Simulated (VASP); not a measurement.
An input for Quantum ESPRESSO's pw.x (written as the equivalent of a VASP run, and not itself run):

```
&CONTROL
  calculation = 'vc-relax'
  pseudo_dir = './pseudo'
  outdir = './out'
  tprnfor = .true.
  tstress = .true.
  nstep = 40
  forc_conv_thr = 0.00039
/
&SYSTEM
  ibrav = 0
  nat = 2
  ntyp = 2
  ecutwfc = 74
  occupations = 'smearing'
  smearing = 'gaussian'
  degauss = 0.003675
  input_dft = 'pbe'
/
&ELECTRONS
  conv_thr = 7.3e-09
  electron_maxstep = 100
/
&IONS
/
&CELL
  press = 20
/
ATOMIC_SPECIES
  Li 6.940 Li.upf
  Cl 35.450 Cl.upf
CELL_PARAMETERS angstrom
    -0.0000000    2.5258874    2.5258874
     2.5258874   -0.0000000    2.5258874
     2.5258874    2.5258874    0.0000000
ATOMIC_POSITIONS crystal
  Li   0.0000000  0.0000000  0.0000000
  Cl   0.5000000  0.5000000  0.5000000
K_POINTS automatic
  8 8 8 0 0 0
```

Problem. Translate this input to VASP (INCAR, KPOINTS, POSCAR, choice of POTCAR).

Solution. This is not unique; one that fits is 
POSCAR:
```
LiCl
1.0
  0.0000000000   2.5258874253   2.5258874253
  2.5258874253   0.0000000000   2.5258874253
  2.5258874253   2.5258874253   0.0000000000
Li Cl
1 1
Cartesian
  0.0000000000   0.0000000000   0.0000000000
  2.5258874253   2.5258874253   2.5258874253
```

File KPOINTS:
```
Automatic mesh
0
Gamma
8 8 8
0 0 0
```

### INCAR
```
SYSTEM = LiCl
PREC = Accurate
ENCUT = 600
EDIFF = 1E-7
NELM = 100
ALGO = Normal
LREAL = .FALSE.
LASPH = .TRUE.
ISMEAR = 0
SIGMA = 0.05
GGA = PE
LWAVE = .FALSE.
LCHARG = .FALSE.
ISIF = 3
IBRION = 2
NSW = 40
EDIFFG = -0.01
PSTRESS = 20
```

POTCAR, in this order: Li_sv Cl (PBE.64 set). Program: vasp_std.

Limits of the translation: the potentials are each code's own (VASP's PAW set, PseudoDojo norm-conserving files in pw.x), so ENCUT and ecutwfc are chosen apart and not converted; conv_thr bounds pw.x's estimated SCF error, while EDIFF bounds the energy change between steps; forc_conv_thr acts on force components and is met together with etot_conv_thr.

The compound is LiCl in the rock salt structure. It was relaxed first under an external pressure of 2 GPa.
